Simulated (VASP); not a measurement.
Data:

```
CELL_PARAMETERS angstrom
      2.07709     1.19921     3.55492
     -2.07709     1.19921     3.55492
      0.00000    -2.39841     3.55492
ATOMIC_POSITIONS crystal
  Fe 0.76240 0.76240 0.76240
  Bi 0.23760 0.23760 0.23760
```
Starting moments (μB, in the order of the record's atoms Fe Bi): 4.0 0.0.

The numbers are results of PBE GGA, VASP's PBE PAW potentials (set 64) (plane waves; VASP), not measurements. Run with 300 eV cut-off, 5×5×5 Γ-centred mesh, Fermi-Dirac smearing of 0.10 eV, potentials Fe Bi_d.

At this cut-off the stress carries a Pulay error, which pulls relaxed volumes low. Energy and stress use the plane-wave basis of the starting cell.

Task: The ions, cell shape and volume are relaxed. Give the cell that the relaxation ends in.

Result: 
```
CELL_PARAMETERS angstrom
      1.97021     1.13750     3.26660
     -1.97021     1.13750     3.26660
      0.00000    -2.27500     3.26660
ATOMIC_POSITIONS crystal
  Fe 0.74996 0.74996 0.74996
  Bi 0.25004 0.25004 0.25004
```
Space group R-3m (166), at a tolerance of 0.03 Å. The cell ends with 2.84 μB, on the sites 2.80 -0.05 μB.

Task: How do energy and volume change from the first to the last step?

Result: The energy (σ→0) changes by -169.6 meV/atom and the volume by -17.3 %, in 16 ionic steps.

The structure was generated: FeBi was put into an ordered model structure, which need not be its known phase. This run relaxes it. Symmetry was kept, so distortions that lower it aren't found. The k-mesh is coarse (spacing up to 0.39 per Å, 2π included), so the numbers may not be converged in it. The run is one of a series of settings (EDIFFG = -0.01, IBRION = 2, ISIF = 3, NSW = 50 against the base run), some of them coarse on purpose.
